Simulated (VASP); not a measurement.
Crystal: BeZn2Te3.

```
CELL_PARAMETERS angstrom
4.16352 0.00000 0.00000
-2.08176 3.60571 0.00000
0.00000 0.00000 10.16230
ATOMIC_POSITIONS crystal
Be 0.00000 0.00000 0.00000
Zn 0.33333 0.66667 0.00000
Zn 0.66667 0.33333 0.00000
Te 0.00000 0.00000 0.28868
Te 0.00000 0.00000 0.71132
Te 0.00000 0.00000 0.50000
```

The cell was built by a generator and needn't be a form met in nature.

* Program: VASP 6.6.1
* Task: relaxation of cell and atoms
* Functional: PBE
* Potentials or basis: VASP PAW PBE potentials, release 64 (Be, Zn, Te)
* Cutoff: 520 eV
* k mesh: 4 × 4 × 2
* Occupations: gaussian, width 0.15 eV
* Spin: no spin polarisation

At the start: pressure 25.2 GPa; volume 25.43 Å³/atom.

Problem. Where does the relaxation end?

Solution. Over 16 steps the energy falls by 1231.9 meV/atom and the volume is 27.12 Å³/atom (+6.7 %); space group P6/mmm (No. 191, to 0.05 Å).

The path:
```
step  energy change (eV)  largest force (eV/Å)  pressure (GPa)  volume (Å³)
   1              0.0000               17.3135           25.19       152.56
   2             -4.1843                0.6274           -4.87       241.71
   3             -4.3739                0.6057           -4.74       236.15
   4             -4.4916                0.5750           -4.81       231.65
   5             -5.5818                0.0344           -4.73       191.93
   6             -6.9485                0.5501           -2.11       172.20
   7             -6.7958                2.4807            2.30       162.37
   8             -6.9923                0.8563           -1.15       169.65
   9             -6.9967                1.0685           -0.60       168.33
  10             -6.9968                1.0150           -0.77       168.65
  11             -7.1530                0.9763           -0.90       166.30
  12             -7.3271                0.4020            2.44       159.05
  13             -7.3469                0.6820            1.02       161.22
  14             -7.3488                0.6232            0.85       160.73
  15             -7.3886                0.1739           -0.08       163.28
  16             -7.3914                0.0294            0.08       162.74
```

Final structure:
```
CELL_PARAMETERS angstrom
4.21686 0.00000 0.00000
-2.10843 3.65191 0.00000
0.00000 0.00000 10.56776
ATOMIC_POSITIONS crystal
Be 0.00000 0.00000 0.00000
Zn 0.33333 0.66667 0.00000
Zn 0.66667 0.33333 0.00000
Te 0.00000 0.00000 0.23551
Te 0.00000 0.00000 0.76449
Te 0.00000 0.00000 0.50000
```

Caveat: the k mesh is coarse (spacing up to 0.44 Å⁻¹), so the values aren't converged; the relaxation stopped at a loose force limit of 0.08 eV/Å, so its end isn't a converged minimum.
